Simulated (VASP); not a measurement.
Input:

```
CELL_PARAMETERS angstrom
      1.90394    -5.03124     0.00000
      1.90394     5.03124     0.00000
      0.00000     0.00000     3.75214
ATOMIC_POSITIONS crystal
  P  0.56400 0.43600 0.25000
  P  0.43600 0.56400 0.75000
  Cu 0.85475 0.14525 0.25000
  Cu 0.14525 0.85475 0.75000
```

Level of theory: PBE GGA, VASP's PBE PAW potentials (set 64) (plane waves; VASP 6.6.1). Settings: 750 eV cut-off, 6×6×5 Γ-centred mesh, Gaussian smearing of 0.050 eV, potentials P Cu.

Question: Which forces act on the atoms, in eV/Å?

Answer: 
```csv
atom,Fx,Fy,Fz
P1,0.000,-1.128,0.000
P2,0.000,1.128,0.000
Cu3,0.000,0.120,0.000
Cu4,0.000,-0.120,0.000
```

Question: Give the stress tensor in GPa (positive for a compressed cell).

Answer: 
```
-8.99   0.00   0.00
 0.00  -9.73   0.00
 0.00   0.00  -9.33
```
The pressure is its mean diagonal, -9.35 GPa.

The structure was generated: CuP was put into the CrB type (Cmcm), which need not be its known phase. The cell was not relaxed at this level. The k-mesh is coarse (spacing up to 0.33 per Å, 2π included), so the numbers may not be converged in it. The run is one of a series of settings (ENCUT = 750 against the base run), some of them coarse on purpose.
